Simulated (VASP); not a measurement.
A run of VASP 6.6.1:

File INCAR:

```
PREC     = Accurate       # precision mode
ENCUT    = 520            # plane-wave cutoff, eV
EDIFF    = 1E-7           # SCF threshold, eV
ISMEAR   = 0              # smearing method
SIGMA    = 0.1            # smearing width, eV
LREAL    = F              # projectors in reciprocal space
LASPH    = T              # aspherical terms in the spheres
NELM     = 120            # most SCF steps
ALGO     = Normal         # electronic algorithm
ISIF     = 3              # what is computed and relaxed
LWAVE    = F              # write WAVECAR
LCHARG   = F              # write CHGCAR
GGA      = PE             # functional
IBRION   = 2              # ionic algorithm
NSW      = 60             # ionic steps
EDIFFG   = -0.005         # ionic threshold
POTIM    = 0.3            # step
```

KPOINTS

```
regular mesh
0
Gamma
  17 17 17
```

Contents of POSCAR:

```
TiC                                     
1.0
    0.0000000000      2.1670698872      2.1670698872
    2.1670698872      0.0000000000      2.1670698872
    2.1670698872      2.1670698872      0.0000000000
  Ti              C             
     1     1
Direct
     0.0000000000000000    0.0000000000000000    0.0000000000000000
     0.5000000000000000    0.5000000000000000    0.5000000000000000
```

Potentials or basis: VASP PAW PBE potentials, release 64 (Ti_sv, C).

Run with:

```console
$ cat potpaw_PBE.64/Ti_sv/POTCAR potpaw_PBE.64/C/POTCAR > POTCAR
$ mpirun -np 1 vasp_std > vasp.out
```

Hardware: 1 thread of Intel(R) Xeon(R) 6975P-C (Granite Rapids) (shared host).

Problem. How long does it take, and how much memory?

Solution. Wall time 13 s on 1 thread of Intel(R) Xeon(R) 6975P-C (Granite Rapids), on a shared host, peak memory 0.17 GiB. Counts: scf iterations 15, k points 165, ion steps 1.
